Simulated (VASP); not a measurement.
Crystal: ZnCd2SeS2.

```
Zn Cd Se S
1.0
     4.89200    0.00000    0.00000
     0.00000    4.89200    0.00000
     0.00000    0.00000    6.31041
Zn Cd Se S
1 2 1 2
Direct
  0.00000 0.00000 0.00000
  0.00000 0.50000 0.50000
  0.50000 0.00000 0.50000
  0.50000 0.50000 0.50000
  0.00000 0.00000 0.68176
  0.00000 0.00000 0.31824
```

The cell was built by a generator and needn't be a form met in nature.

* Program: VASP 6.6.1
* Task: relaxation of cell and atoms
* Functional: PBE
* Potentials or basis: VASP PAW PBE potentials, release 64 (Zn, Cd, Se, S)
* Cutoff: 520 eV
* k mesh: 3 × 3 × 2
* Occupations: gaussian, width 0.15 eV
* Spin: no spin polarisation

At the start: pressure 19.8 GPa; volume 25.17 Å³/atom.

Problem. Where does the relaxation end?

Solution. Over 8 steps the energy falls by 503.4 meV/atom and the volume is 33.33 Å³/atom (+32.4 %); space group P4/mmm (No. 123, to 0.05 Å).

Step by step:
| step | energy change (eV) | largest force (eV/Å) | pressure (GPa) | volume (Å³) |
| --- | --- | --- | --- | --- |
| 1 | 0.0000 | 2.6767 | 19.84 | 151.02 |
| 2 | -2.5125 | 1.0970 | -4.06 | 229.54 |
| 3 | -2.8417 | 1.2968 | -0.59 | 202.10 |
| 4 | -2.8426 | 1.2757 | -0.95 | 203.69 |
| 5 | -2.9893 | 0.3579 | -0.39 | 200.80 |
| 6 | -3.0132 | 0.1999 | 0.36 | 198.95 |
| 7 | -3.0178 | 0.1075 | -0.20 | 200.71 |
| 8 | -3.0206 | 0.0081 | 0.01 | 200.01 |

Final structure:
```
Zn Cd Se S
1.0
     5.19840    0.00000    0.00000
     0.00000    5.19840    0.00000
     0.00000    0.00000    7.40128
Zn Cd Se S
1 2 1 2
Direct
  0.00000 0.00000 0.00000
  0.00000 0.50000 0.50000
  0.50000 0.00000 0.50000
  0.50000 0.50000 0.50000
  0.00000 0.00000 0.71111
  0.00000 0.00000 0.28889
```

Caveat: the k mesh is coarse (spacing up to 0.50 Å⁻¹), so the values aren't converged; the volume moved by over 15 % at a fixed basis, so the end points are rough.
